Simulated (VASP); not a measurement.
Output of a VASP run:

**OSZICAR**
```
       N       E                     dE             d eps       ncg     rms          rms(c)
DAV:   1     0.123019109536E+02    0.12302E+02   -0.45523E+03  3574   0.851E+02
DAV:   2    -0.257598950917E+02   -0.38062E+02   -0.36930E+02  3781   0.178E+02
DAV:   3    -0.260708650270E+02   -0.31097E+00   -0.30976E+00  4278   0.186E+01
DAV:   4    -0.260726744404E+02   -0.18094E-02   -0.18091E-02  4472   0.125E+00
DAV:   5    -0.260726967363E+02   -0.22296E-04   -0.22295E-04  4598   0.970E-02    0.843E+00
DAV:   6    -0.227328363160E+02    0.33399E+01   -0.70067E+00  3612   0.244E+01    0.399E+00
DAV:   7    -0.229470783271E+02   -0.21424E+00   -0.82717E-01  3827   0.636E+00    0.241E+00
DAV:   8    -0.229447173993E+02    0.23609E-02   -0.27273E-02  3626   0.124E+00    0.279E-01
DAV:   9    -0.229501530738E+02   -0.54357E-02   -0.59714E-03  4069   0.665E-01    0.101E-01
DAV:  10    -0.229502068691E+02   -0.53795E-04   -0.61746E-04  4131   0.223E-01    0.444E-02
DAV:  11    -0.229503392319E+02   -0.13236E-03   -0.30327E-04  5094   0.126E-01    0.391E-02
DAV:  12    -0.229503248076E+02    0.14424E-04   -0.34568E-05  3729   0.584E-02    0.181E-02
DAV:  13    -0.229503436673E+02   -0.18860E-04   -0.32466E-05  2047   0.432E-02    0.251E-03
DAV:  14    -0.229503403875E+02    0.32799E-05   -0.76672E-06  1924   0.180E-02
   1 F= -.22950340E+02 E0= -.22950076E+02  d E =-.229503E+02
```

OUTCAR:
```
------------------------ aborting loop because EDIFF is reached ----------------------------------------
  FORCE on cell =-STRESS in cart. coord.  units (eV):
  Direction    XX          YY          ZZ          XY          YZ          ZX
  --------------------------------------------------------------------------------------
  Total       -0.0791799     -0.0791799     -0.0791799      0.0000000      0.0000000     -0.0000000
  in kB       -8.4581305     -8.4581305     -8.4581305      0.0000000      0.0000000     -0.0000000
  external PRESSURE =      -8.4581305 kB  Pullay stress =       0.0000000 kB
  volume of cell :       15.00
      direct lattice vectors                 reciprocal lattice vectors
     0.000000000  1.957373722  1.957373722    -0.255444320  0.255444320  0.255444320
     1.957373722  0.000000000  1.957373722     0.255444320 -0.255444320  0.255444320
     1.957373722  1.957373722  0.000000000     0.255444320  0.255444320 -0.255444320
 POSITION                                       TOTAL-FORCE (eV/Angst)
 -----------------------------------------------------------------------------------
      0.00000      0.00000      0.00000        -0.000000     -0.000000     -0.000000
 -----------------------------------------------------------------------------------
    total drift:                               -0.000000     -0.000000      0.000000
  FREE ENERGIE OF THE ION-ELECTRON SYSTEM (eV)
  ---------------------------------------------------
  free  energy   TOTEN  =       -22.9503403875 eV

  energy  without entropy=      -22.9495470685  energy(sigma->0) =      -22.95007595

 reached required accuracy - stopping structural energy minimisation
```
(Selected blocks of OUTCAR.)

**POSCAR**
```
Pd
1
    0.0000000000     1.9573737223     1.9573737223
    1.9573737223     0.0000000000     1.9573737223
    1.9573737223     1.9573737223     0.0000000000
Pd
1
Direct
  0.0000000000   0.0000000000   0.0000000000
```

**Question.** Write an INCAR and KPOINTS that could have produced this output.

**Answer.** This is not unique; one that fits is the input of the run itself, r2SCAN meta-GGA, plane waves, VASP's PBE PAW potentials (set 64).

### INCAR
```
SYSTEM  =  Pd
PREC  =  Normal; ENCUT  =  400; LREAL  =  .False.
LASPH  =  .True.
EDIFF  =  1E-5; NELM  =  100; NELMIN  =  4
ALGO  =  Normal; LMAXMIX  =  4; LMIXTAU  =  .True.
ISMEAR  =  1; SIGMA  =  0.1
METAGGA  =  R2SCAN
IBRION  =  2; NSW  =  20; ISIF  =  2
EDIFFG  =  -0.03
LWAVE  =  .False.; LCHARG  =  .False.
```

KPOINTS:
```
Regular mesh
0
Gamma
  18 18 18
```

POTCAR, in this order: Pd (PBE.64 set). Program: vasp_std.

The compound is Pd in the fcc structure. It was relaxed first.
